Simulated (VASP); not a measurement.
# Ta4NiO11 (P2/m) in VASP: notebook

Aim: see how the results for Ta4NiO11 move with the level of theory and the settings. Levels: LDA, PBEsol. Tasks: band structure.

All numbers are computed with VASP 6.6.1; they aren't measurements. Logs are shortened: lines on timing, memory, paths and dates and some standing lists are left out, and cuts for length are marked.

**1. The crystal as given**

Symmetry: P2/m, No. 10, monoclinic system. The conventional cell has a = 4.651 Å, b = 5.744 Å, c = 7.442 Å, α = 90.00°, β = 106.10°, γ = 90.00°. Around Ta (site symmetry m) lie 4 O at 1.86 to 1.98 Å. Ta (site symmetry m) has 5 O at 1.86 to 1.93 Å as nearest neighbours. Ni (site symmetry 2/m) has 4 O at 1.89 Å as nearest neighbours. O (site symmetry 1) is surrounded by 1 Ni at 1.89 Å and 2 Ta at 1.93 to 2.16 Å. O (site symmetry 1) is surrounded by 2 Ta at 1.92 to 1.93 Å. O (site symmetry 2/m) is surrounded by 2 Ta at 1.98 Å. Around O (site symmetry 2/m) lie 2 Ta at 1.86 Å. Around O (site symmetry 2/m) lie 2 Ta at 1.86 Å.

The cell was built by a generator and needn't be a form met in nature.

**2. Band structure, LDA, collinear spin, ferromagnetic start**

File POSCAR:

```
Ta4NiO11                                
1.0
    4.6506110500      0.0000000000     -0.0390931911
    0.0000000000      5.7442142061      0.0000000000
   -2.0034785473      0.0000000000      7.1677646606
  Ta              Ni              O             
     4     1    11
Direct
     0.6045461501344860    0.5000000000000000    0.7600313687594454
     0.3954538498655141    0.5000000000000000    0.2399686312405546
     0.1594767163153526    0.0000000000000000    0.7963508367473747
     0.8405232836846473    0.0000000000000000    0.2036491632526252
     0.5000000000000000    0.0000000000000000    0.5000000000000000
     0.3363823565985740    0.8007409967864224    0.6474186253177482
     0.6636176434014259    0.8007409967864224    0.3525813746822518
     0.9059147031967342    0.2614433352750933    0.8092384745558773
     0.0940852968032658    0.2614433352750933    0.1907615254441228
     0.6636176434014259    0.1992590032135777    0.3525813746822518
     0.3363823565985740    0.1992590032135777    0.6474186253177482
     0.0940852968032658    0.7385566647249068    0.1907615254441228
     0.9059147031967342    0.7385566647249068    0.8092384745558773
     0.5000000000000000    0.5000000000000000    0.0000000000000000
     0.5000000000000000    0.0000000000000000    0.0000000000000000
     0.5000000000000000    0.5000000000000000    0.5000000000000000
```

File INCAR.step1:

```
SYSTEM = Ta4NiO11
  PREC = Accurate
  ENCUT = 520
  EDIFF = 1E-6
  ISMEAR = -1
  SIGMA = 0.05
  LREAL = .FALSE.
  LASPH = .TRUE.
  NELM = 100
  ALGO = Normal
  ISIF = 2
  LWAVE = .FALSE.
  LCHARG = .TRUE.
  ISPIN = 2
  MAGMOM = 0 0 0 0 1 0 0 0 0 0 0 0 0 0 0 0
  LORBIT = 11
  LMAXMIX = 4
  GGA = CA
  KPAR = 4
```

File KPOINTS.step1:

```
Automatic mesh
0
G
  6 5 4
  0 0 0
```

File INCAR.step2:

```
SYSTEM = Ta4NiO11
  PREC = Accurate
  ENCUT = 520
  EDIFF = 1E-6
  ISMEAR = 0
  SIGMA = 0.05
  LREAL = .FALSE.
  LASPH = .TRUE.
  NELM = 100
  ALGO = Normal
  ISIF = 2
  LWAVE = .FALSE.
  LCHARG = .FALSE.
  ISPIN = 2
  MAGMOM = 0 0 0 0 1 0 0 0 0 0 0 0 0 0 0 0
  LORBIT = 11
  LMAXMIX = 4
  GGA = CA
  KPAR = 4
  ICHARG = 11
```

File KPOINTS.step2:

```
path GYHCEM1AXH1,MDZ,YD
15
line-mode
reciprocal
 0.0000000000  0.0000000000  0.0000000000  G
 0.0000000000  0.0000000000  0.5000000000  Y

 0.0000000000  0.0000000000  0.5000000000  Y
-0.4474843174  0.0000000000  0.6855711242  H

-0.4474843174  0.0000000000  0.6855711242  H
-0.5000000000  0.0000000000  0.5000000000  C

-0.5000000000  0.0000000000  0.5000000000  C
-0.5000000000  0.5000000000  0.5000000000  E

-0.5000000000  0.5000000000  0.5000000000  E
-0.5525156826  0.5000000000  0.3144288758  M1

-0.5525156826  0.5000000000  0.3144288758  M1
-0.5000000000  0.5000000000  0.0000000000  A

-0.5000000000  0.5000000000  0.0000000000  A
-0.5000000000  0.0000000000  0.0000000000  X

-0.5000000000  0.0000000000  0.0000000000  X
-0.5525156826  0.0000000000  0.3144288758  H1

-0.4474843174  0.5000000000  0.6855711242  M
 0.0000000000  0.5000000000  0.5000000000  D

 0.0000000000  0.5000000000  0.5000000000  D
 0.0000000000  0.5000000000  0.0000000000  Z

 0.0000000000  0.0000000000  0.5000000000  Y
 0.0000000000  0.5000000000  0.5000000000  D
```

Potentials or basis: VASP PAW LDA potentials, release 64 (Ta_pv, Ni, O).

On the command line:

```
cat potpaw_LDA.64/Ta_pv/POTCAR potpaw_LDA.64/Ni/POTCAR potpaw_LDA.64/O/POTCAR > POTCAR
cp INCAR.step1 INCAR
cp KPOINTS.step1 KPOINTS
mpirun -np 4 vasp_std > vasp.out
cp INCAR.step2 INCAR
cp KPOINTS.step2 KPOINTS
mpirun -np 4 vasp_std > vasp.out
```

OUTCAR:

```text
SYSTEM = Ta4NiO11
   PREC = Accurate
   ENCUT = 520
   EDIFF = 1E-6
   ISMEAR = 0
   LREAL = .FALSE.
   LASPH = .TRUE.
   NELM = 100
   ISIF = 2
   ISPIN = 2
   LORBIT = 11
   GGA = CA
   ICHARG = 11

 ion  position               nearest neighbor table
   1  0.605  0.500  0.760-  16 1.86  13 1.92   8 1.92  14 1.98  11 2.16   6 2.16   3 3.59   3 3.59

   2  0.395  0.500  0.240-  16 1.86  12 1.92   9 1.92  14 1.98  10 2.16   7 2.16   4 3.59   4 3.59

   3  0.159  0.000  0.796-  15 1.86  13 1.93   8 1.93   6 1.93  11 1.93   5 3.05   5 3.24   1 3.59
                             1 3.59
   4  0.841  0.000  0.204-  15 1.86  12 1.93   9 1.93   7 1.93  10 1.93   5 3.05   5 3.24   2 3.59
                             2 3.59
   5  0.500  0.000  0.500-   6 1.89   7 1.89  10 1.89  11 1.89   3 3.05   4 3.05   3 3.24   4 3.24

   6  0.336  0.801  0.647-   5 1.89   3 1.93   1 2.16
   7  0.664  0.801  0.353-   5 1.89   4 1.93   2 2.16
   8  0.906  0.261  0.809-   1 1.92   3 1.93
   9  0.094  0.261  0.191-   2 1.92   4 1.93
  10  0.664  0.199  0.353-   5 1.89   4 1.93   2 2.16
  11  0.336  0.199  0.647-   5 1.89   3 1.93   1 2.16
  12  0.094  0.739  0.191-   2 1.92   4 1.93
  13  0.906  0.739  0.809-   1 1.92   3 1.93
  14  0.500  0.500  0.000-   1 1.98   2 1.98
  15  0.500  0.000  0.000-   3 1.86   4 1.86
  16  0.500  0.500  0.500-   1 1.86   2 1.86

  LATTYP: Found a simple monoclinic cell.
 ALAT       =     4.6507753564
 B/A-ratio  =     1.2351089369
 C/A-ratio  =     1.6002703705
 COS(beta)  =    -0.2772803037

  Lattice vectors:

 A1 = (   4.6506110500,   0.0000000000,  -0.0390931911)
 A2 = (   0.0000000000,   5.7442142061,   0.0000000000)
 A3 = (  -2.0034785473,   0.0000000000,   7.1677646606)

Analysis of symmetry for initial positions (statically):
=====================================================================
 Subroutine PRICEL returns:
 Original cell was already a primitive cell.

 Routine SETGRP: Setting up the symmetry group for a
 simple monoclinic supercell.

 Subroutine GETGRP returns: Found  4 space group operations
 (whereof  4 operations were pure point group operations)
 out of a pool of  4 trial point group operations.

The static configuration has the point symmetry C_2h.

Analysis of symmetry for dynamics (positions and initial velocities):
=====================================================================
 Subroutine PRICEL returns:
 Original cell was already a primitive cell.

 Routine SETGRP: Setting up the symmetry group for a
 simple monoclinic supercell.

[... 184 lines left out ...]
  ext. energy  EPLUGINS =         0.00000000
  ---------------------------------------------------
  free energy    TOTEN  =      -158.31817409 eV

  energy without entropy =     -158.31817409  energy(sigma->0) =     -158.31817409

 E-fermi :   3.4971     XC(G=0): -11.4622

 val. band max:        3.2028436187   @ k =  -0.0000   0.5000   0.5000
 cond. band min:       4.0996275276   @ k =  -0.5000   0.5000   0.5000
 fundamental gap:      0.8967839090
 Fermi energy:         3.4970851350

 spin component 1

 k-point     1 :       0.0000    0.0000    0.0000
  band No.  band energies     occupation
      1     -32.1441      1.00000
      2     -32.0512      1.00000
      3     -32.0335      1.00000
      4     -32.0239      1.00000
      5     -32.0141      1.00000
      6     -32.0104      1.00000
[... 1789 lines left out ...]
     71       7.3134      0.00000
     72       7.8095      0.00000

 [... further k-points ...]

 spin component 2

 k-point     1 :       0.0000    0.0000    0.0000
  band No.  band energies     occupation
      1     -32.1441      1.00000
      2     -32.0512      1.00000
      3     -32.0335      1.00000
      4     -32.0239      1.00000
      5     -32.0141      1.00000
      6     -32.0104      1.00000
[... 1789 lines left out ...]
     71       7.3131      0.00000
     72       7.8265      0.00000

 [... further k-points ...]

 [bands above 72 left out]

------------------------ aborting loop because EDIFF is reached ----------------------------------------

  FORCE on cell =-STRESS in cart. coord.  units (eV):
  Direction    XX          YY          ZZ          XY          YZ          ZX
  --------------------------------------------------------------------------------------
  -------------------------------------------------------------------------------------
  Total        1.8879437     -0.0808586      1.3096644      0.0000000      0.0000000     -0.2113075
  in kB       15.8342263     -0.6781630     10.9841850      0.0000000      0.0000000     -1.7722407
  external PRESSURE =       8.7134161 kB  Pullay stress =       0.0000000 kB

 VOLUME and BASIS-vectors are now :
 -----------------------------------------------------------------------------
  energy-cutoff  :      520.00
  volume of cell :      191.03
      direct lattice vectors                 reciprocal lattice vectors
     4.650611050  0.000000000 -0.039093191     0.215531919  0.000000000  0.060243827
     0.000000000  5.744214206  0.000000000     0.000000000  0.174088215  0.000000000
    -2.003478547  0.000000000  7.167764661     0.001175517  0.000000000  0.139842081

 POSITION                                       TOTAL-FORCE (eV/Angst)
 -----------------------------------------------------------------------------------
      1.28880      2.87211      5.42409        -0.050288     -0.000000     -0.060045
      1.35833      2.87211      1.70458         0.050288     -0.000000      0.060045
     -0.85381      0.00000      5.70182        -0.113172     -0.000000     -0.009275
      3.50094      0.00000      1.42685         0.113172     -0.000000      0.009275
      1.32357      0.00000      3.56434         0.000000     -0.000000     -0.000000
      0.26729      4.59963      4.62739        -0.031067     -0.039590      0.109583
[... 8 lines left out ...]
      2.32531      0.00000     -0.01955         0.000000     -0.000000     -0.000000
      1.32357      2.87211      3.56434         0.000000     -0.000000     -0.000000
 -----------------------------------------------------------------------------------
    total drift:                               -0.000000      0.000000     -0.000000

  FREE ENERGIE OF THE ION-ELECTRON SYSTEM (eV)
  ---------------------------------------------------
  free  energy   TOTEN  =      -158.3181740858 eV

  energy  without entropy=     -158.3181740858  energy(sigma->0) =     -158.31817409

 total charge

# of ion       s       p       d       tot
------------------------------------------
    1        0.352   6.335   2.190   8.878
    2        0.352   6.335   2.190   8.878
    3        0.372   6.346   2.307   9.024
    4        0.372   6.346   2.307   9.024
    5        0.444   0.518   8.377   9.339
    6        1.559   3.485   0.000   5.044
[... 8 lines left out ...]
   15        1.561   3.540   0.000   5.101
   16        1.581   3.532   0.000   5.113
--------------------------------------------------
tot         19.078  64.372  17.371 100.822

 magnetization (x)

# of ion       s       p       d       tot
------------------------------------------
    1       -0.000  -0.000  -0.000  -0.000
    2       -0.000  -0.000  -0.000  -0.000
    3       -0.000  -0.000   0.000  -0.000
    4       -0.000  -0.000   0.000  -0.000
    5        0.000   0.000   0.000   0.000
    6       -0.000  -0.000   0.000  -0.000
[... 8 lines left out ...]
   15       -0.000  -0.000   0.000  -0.000
   16       -0.000  -0.000   0.000  -0.000
--------------------------------------------------
tot          0.000   0.000   0.000   0.000
```

Wall time 16 min (4 MPI ranks of Intel Xeon Platinum 8488C (Sapphire Rapids), shared host); peak memory 2.5 GiB.

Results:

```yaml
Band_gap_on_the_k_mesh: 0.94 eV, indirect (least direct gap 0.97 eV)
Band_gap_along_the_path: 0.90 eV, indirect (least direct gap 0.93 eV)
Net_moment: 0.00 μB per cell
```

Levels at the corners of the path, in eV from the valence-band top:
Spin up:
```csv
point,band 58,band 59,band 60,band 61,band 62,band 63
Γ,-0.51,-0.14,-0.09,1.13,1.24,1.75
Y,-0.35,-0.08,-0.07,1.33,1.43,1.83
Y,-0.35,-0.08,-0.07,1.33,1.43,1.83
H,-0.33,-0.22,-0.16,1.36,1.96,1.99
H,-0.33,-0.22,-0.16,1.36,1.96,1.99
C,-0.32,-0.18,-0.12,1.41,1.94,2.13
C,-0.32,-0.18,-0.12,1.41,1.94,2.13
E,-0.30,-0.17,-0.04,0.90,2.00,2.86
E,-0.30,-0.17,-0.04,0.90,2.00,2.86
M1,-0.30,-0.19,-0.06,0.94,2.18,2.48
M1,-0.30,-0.19,-0.06,0.94,2.18,2.48
A,-0.30,-0.25,-0.08,1.07,2.20,2.45
A,-0.30,-0.25,-0.08,1.07,2.20,2.45
X,-0.38,-0.28,-0.26,1.21,1.67,1.96
X,-0.38,-0.28,-0.26,1.21,1.67,1.96
H1,-0.33,-0.22,-0.16,1.36,1.96,1.99
M,-0.30,-0.19,-0.06,0.94,2.18,2.48
D,-0.18,-0.04,0.00,1.25,1.53,2.56
D,-0.18,-0.04,0.00,1.25,1.53,2.56
Z,-0.32,-0.05,-0.04,1.29,1.99,2.16
Y,-0.35,-0.08,-0.07,1.33,1.43,1.83
D,-0.18,-0.04,0.00,1.25,1.53,2.56
```
Spin down:
```
point  band 57  band 58  band 59  band 60  band 61  band 62  band 63  band 64
    Γ    -0.66    -0.51    -0.14    -0.09     1.13     1.24     1.75     2.03
    Y    -0.63    -0.35    -0.08    -0.07     1.33     1.43     1.83     2.01
    Y    -0.63    -0.35    -0.08    -0.07     1.33     1.43     1.83     2.01
    H    -0.75    -0.33    -0.22    -0.16     1.36     1.96     1.99     2.15
    H    -0.75    -0.33    -0.22    -0.16     1.36     1.96     1.99     2.15
    C    -0.75    -0.32    -0.18    -0.12     1.41     1.94     2.13     2.33
    C    -0.75    -0.32    -0.18    -0.12     1.41     1.94     2.13     2.33
    E    -0.62    -0.30    -0.17    -0.04     0.90     2.00     2.86     2.87
    E    -0.62    -0.30    -0.17    -0.04     0.90     2.00     2.86     2.87
   M1    -0.62    -0.30    -0.19    -0.06     0.94     2.18     2.48     2.83
   M1    -0.62    -0.30    -0.19    -0.06     0.94     2.18     2.48     2.83
    A    -0.62    -0.30    -0.25    -0.08     1.07     2.20     2.45     2.48
    A    -0.62    -0.30    -0.25    -0.08     1.07     2.20     2.45     2.48
    X    -0.76    -0.38    -0.28    -0.26     1.21     1.67     1.96     2.02
    X    -0.76    -0.38    -0.28    -0.26     1.21     1.67     1.96     2.02
   H1    -0.75    -0.33    -0.22    -0.16     1.36     1.96     1.99     2.15
    M    -0.62    -0.30    -0.19    -0.06     0.94     2.18     2.48     2.83
    D    -0.74    -0.18    -0.04     0.00     1.25     1.53     2.56     2.76
    D    -0.74    -0.18    -0.04     0.00     1.25     1.53     2.56     2.76
    Z    -0.77    -0.32    -0.05    -0.04     1.29     1.99     2.16     2.17
    Y    -0.63    -0.35    -0.08    -0.07     1.33     1.43     1.83     2.01
    D    -0.74    -0.18    -0.04     0.00     1.25     1.53     2.56     2.76
```

Caveat: the log is that of the step along the path at fixed density, whose energy, stress, charges and moments have no meaning; spin-orbit coupling is left out, which moves the levels of the heavy elements. LDA gaps usually lie below the measured ones, often by a third to a half.

**3. Band structure, PBEsol, collinear spin, ferromagnetic start**

This run uses another cell than the first one, of 12.22 Å³/atom, 1.024 times its volume.

File POSCAR:

```
Ta4NiO11                                
1.0
    4.7051082350      0.0000000000     -0.0236974483
    0.0000000000      5.7722513474      0.0000000000
   -2.0026562773      0.0000000000      7.2113036158
  Ta              Ni              O             
     4     1    11
Direct
     0.6067610172862857    0.5000000000000000    0.7600901908631523
     0.3932389827137145    0.5000000000000000    0.2399098091368479
     0.1617092947339768    0.0000000000000000    0.7975701474030982
     0.8382907052660230    0.0000000000000000    0.2024298525969016
     0.5000000000000000    0.0000000000000000    0.5000000000000000
     0.3340379948493862    0.7995335079282713    0.6486020328800250
     0.6659620051506135    0.7995335079282713    0.3513979671199750
     0.9031379925897092    0.2597814011110999    0.8083787825438404
     0.0968620074102910    0.2597814011110999    0.1916212174561593
     0.6659620051506135    0.2004664920717288    0.3513979671199750
     0.3340379948493862    0.2004664920717288    0.6486020328800250
     0.0968620074102910    0.7402185988889003    0.1916212174561593
     0.9031379925897091    0.7402185988889003    0.8083787825438404
     0.5000000000000000    0.5000000000000000    0.0000000000000000
     0.5000000000000000    0.0000000000000000    0.0000000000000000
     0.5000000000000000    0.5000000000000000    0.5000000000000000
```

Edit INCAR.step1 of step 2 so:

```diff
@@ -17,3 +17,3 @@
   LMAXMIX = 4
-  GGA = CA
+  GGA = PS
   KPAR = 4
```

KPOINTS.step1 is that of step 2.

Edit INCAR.step2 of step 2 so:

```diff
@@ -17,3 +17,3 @@
   LMAXMIX = 4
-  GGA = CA
+  GGA = PS
   KPAR = 4
```

KPOINTS.step2 is that of step 2.

Potentials or basis: VASP PAW PBE potentials, release 64 (Ta_pv, Ni, O).

On the command line:

```
cat potpaw_PBE.64/Ta_pv/POTCAR potpaw_PBE.64/Ni/POTCAR potpaw_PBE.64/O/POTCAR > POTCAR
cp INCAR.step1 INCAR
cp KPOINTS.step1 KPOINTS
mpirun -np 4 vasp_std > vasp.out
cp INCAR.step2 INCAR
cp KPOINTS.step2 KPOINTS
mpirun -np 4 vasp_std > vasp.out
```

Wall time 16 min (4 MPI ranks of Intel Xeon Platinum 8488C (Sapphire Rapids), shared host); peak memory 2.6 GiB.

It converged, with:

```
Band gap on the k mesh  : 0.86 eV, indirect (least direct gap 0.91 eV)
Band gap along the path : 0.82 eV, indirect (least direct gap 0.87 eV)
Net moment              : 0.00 μB per cell
```

Caveat: the log is that of the step along the path at fixed density, whose energy, stress, charges and moments have no meaning; the PAW data sets were made with another functional, which shifts forces and pressure a little; spin-orbit coupling is left out, which moves the levels of the heavy elements.
